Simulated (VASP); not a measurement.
These are PBE GGA, VASP's PBE PAW potentials (set 64) (plane waves; VASP 6.6.1) values and carry that method's errors.

VASP ran on this input.

### KPOINTS
```
Automatic mesh
0
Gamma
11 11 11
0 0 0
```

**POSCAR**
```
In
1
   -1.6199570000     1.6199570000     2.4779430000
    1.6199570000    -1.6199570000     2.4779430000
    1.6199570000     1.6199570000    -2.4779430000
In
1
Direct
  0.0000000000   0.0000000000   0.0000000000
```

### INCAR
```
SYSTEM  =  In
PREC  =  Accurate; ENCUT  =  600; LREAL  =  .FALSE.
LASPH  =  .TRUE.
EDIFF  =  1E-6; NELM  =  100; ALGO  =  Normal
LMAXMIX  =  4
ISMEAR  =  0; SIGMA  =  0.272
GGA  =  PE
ISIF  =  2
LWAVE  =  .FALSE.; LCHARG  =  .FALSE.
```

POTCAR, in this order: In_d (PBE.64 set). Program: vasp_std.

What will the output report for the number of irreducible k-points (NKPTS), largest plane-wave count, number of space-group operations, FFT grid (NGX, NGY, NGZ)?

```yaml
number of irreducible k-points (NKPTS): 126
largest_plane_wave_count: 901
number_of_space_group_operations: 16
FFT grid (NGX, NGY, NGZ): 28 × 28 × 28
```

The structure comes from a computed database's In entry; how it stands against other phases isn't given here. The cell was not relaxed at this level. The run is one of a series of settings (ENCUT = 600 against the base run), some of them coarse on purpose.
